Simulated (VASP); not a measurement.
Computed with PBEsol GGA, VASP's PBE PAW potentials (set 64) (plane waves; VASP).

VASP input:

INCAR:
```
! general
SYSTEM =Al4P2Sb2
PREC   =Accurate
ENCUT  =400
LREAL  =.False.
LASPH  =.True.

! electronic loop
EDIFF  =1E-6   ! SCF stop (eV)
NELM   =100
ALGO   =Normal   ! blocked Davidson
LMAXMIX=4   ! l cut-off of mixed one-centre charges

! smearing
ISMEAR =0   ! Gaussian
SIGMA  =0.05

! functional
GGA    =PS

! ions
IBRION =2   ! conjugate gradients
NSW    =60
ISIF   =3
EDIFFG =-0.02   ! ionic stop

! output
LWAVE  =.False.
LCHARG =.False.
```

File POSCAR:
```
Al4P2Sb2
1.0
  5.8157940972   0.0000000000   0.0000000000
  0.0000000000   5.8157940972   0.0000000000
  0.0000000000   0.0000000000   5.8100872499
Al Sb P
4 2 2
direct
  0.0000000000   0.0000000000   0.9713981435
  0.5000000000   0.5000000000   0.9713981435
  0.5000000000   0.0000000000   0.5286018565
  0.0000000000   0.5000000000   0.5286018565
  0.2500000000   0.2500000000   0.2500000000
  0.7500000000   0.7500000000   0.2500000000
  0.7500000000   0.2500000000   0.7500000000
  0.2500000000   0.7500000000   0.7500000000
```

File KPOINTS:
```
Automatic
0
Gamma
 4 4 4
```

POTCAR, in this order: Al Sb P (PBE.64 set). Program: vasp_std.

The resulting files:

**OSZICAR**
```
       N       E                     dE             d eps       ncg     rms          rms(c)
DAV:   1     0.924639781823E+02    0.92464E+02   -0.94964E+03   756   0.958E+02
DAV:   2    -0.322912539469E+02   -0.12476E+03   -0.11887E+03  1012   0.161E+02
DAV:   3    -0.399862675950E+02   -0.76950E+01   -0.76322E+01   958   0.433E+01
DAV:   4    -0.401410841613E+02   -0.15482E+00   -0.15430E+00   911   0.719E+00
DAV:   5    -0.401457996196E+02   -0.47155E-02   -0.47135E-02   978   0.123E+00    0.769E+00
DAV:   6    -0.393303350816E+02    0.81546E+00   -0.13622E+00   871   0.462E+00    0.485E+00
DAV:   7    -0.391676775327E+02    0.16266E+00   -0.63372E-01   912   0.323E+00    0.177E+00
DAV:   8    -0.391570078361E+02    0.10670E-01   -0.56716E-02   911   0.120E+00    0.304E-01
DAV:   9    -0.391578806383E+02   -0.87280E-03   -0.77283E-03   916   0.502E-01    0.125E-01
DAV:  10    -0.391579939985E+02   -0.11336E-03   -0.79587E-04   959   0.139E-01    0.513E-02
DAV:  11    -0.391580460562E+02   -0.52058E-04   -0.11037E-04   919   0.605E-02    0.312E-02
DAV:  12    -0.391580584147E+02   -0.12359E-04   -0.18693E-05   920   0.237E-02    0.708E-03
DAV:  13    -0.391580593590E+02   -0.94434E-06   -0.19195E-06   651   0.802E-03
   1 F= -.39158059E+02 E0= -.39158059E+02  d E =-.391581E+02
       N       E                     dE             d eps       ncg     rms          rms(c)
DAV:   1    -0.391583846422E+02   -0.32623E-03   -0.46023E-03   861   0.325E-01    0.338E-02
DAV:   2    -0.391583702015E+02    0.14441E-04   -0.16661E-04   902   0.687E-02    0.184E-02
DAV:   3    -0.391583576093E+02    0.12592E-04   -0.20766E-05   965   0.228E-02    0.500E-03
DAV:   4    -0.391583575747E+02    0.34569E-07   -0.39823E-06   815   0.943E-03
   2 F= -.39158358E+02 E0= -.39158358E+02  d E =-.298216E-03
```

File OUTCAR:
```
------------------------ aborting loop because EDIFF is reached ----------------------------------------
  FORCE on cell =-STRESS in cart. coord.  units (eV):
  Direction    XX          YY          ZZ          XY          YZ          ZX
  --------------------------------------------------------------------------------------
  Total       -0.0559953     -0.0559953      0.1269555      0.0000000      0.0000000      0.0000000
  in kB       -0.4566657     -0.4566657      1.0353768      0.0000000      0.0000000      0.0000000
  external PRESSURE =       0.0406818 kB  Pullay stress =       0.0000000 kB
  volume of cell :      196.46
      direct lattice vectors                 reciprocal lattice vectors
     5.811702534  0.000000000  0.000000000     0.172066618  0.000000000  0.000000000
     0.000000000  5.811702534  0.000000000     0.000000000  0.172066618  0.000000000
     0.000000000  0.000000000  5.816437346     0.000000000  0.000000000  0.171926549
 POSITION                                       TOTAL-FORCE (eV/Angst)
 -----------------------------------------------------------------------------------
      5.81170      0.00000      5.64971         0.000000      0.000000     -0.000647
      2.90585      2.90585      5.64971        -0.000000      0.000000     -0.000647
      2.90585      5.81170      3.07495        -0.000000     -0.000000      0.000647
      5.81170      2.90585      3.07495        -0.000000     -0.000000      0.000647
      1.45293      1.45293      1.45411         0.000000     -0.000000      0.000000
      4.35878      4.35878      1.45411         0.000000     -0.000000     -0.000000
      4.35878      1.45293      4.36233         0.000000     -0.000000     -0.000000
      1.45293      4.35878      4.36233        -0.000000      0.000000      0.000000
 -----------------------------------------------------------------------------------
    total drift:                               -0.000000      0.000000      0.000000
  FREE ENERGIE OF THE ION-ELECTRON SYSTEM (eV)
  ---------------------------------------------------
  free  energy   TOTEN  =       -39.1583575747 eV

  energy  without entropy=      -39.1583575747  energy(sigma->0) =      -39.15835757

 reached required accuracy - stopping structural energy minimisation
```
(Selected blocks of OUTCAR.)

### CONTCAR
```
Al4P2Sb2
   1.00000000000000
     5.8117025336108545    0.0000000000000000    0.0000000000000000
     0.0000000000000000    5.8117025336108545    0.0000000000000000
     0.0000000000000000    0.0000000000000000    5.8164373461849568
  Al              Sb              P
     4     2     2
Direct
     1.0000000000000000    0.0000000000000000    0.9713344086975676
     0.5000000000000000    0.5000000000000000    0.9713344086975676
     0.5000000000000000    1.0000000000000000    0.5286655913024324
     1.0000000000000000    0.5000000000000000    0.5286655913024324
     0.2500000000000000    0.2500000000000000    0.2500000000000000
     0.7500000000000000    0.7500000000000000    0.2500000000000000
     0.7500000000000000    0.2500000000000000    0.7500000000000000
     0.2500000000000000    0.7500000000000000    0.7500000000000000
```

The structure was generated: Al4P2Sb2 was put into an ordered model structure (P-4m2), which need not be its known phase. This run relaxes it. Symmetry was kept, so distortions that lower it aren't found. The start is the result of an earlier pass.
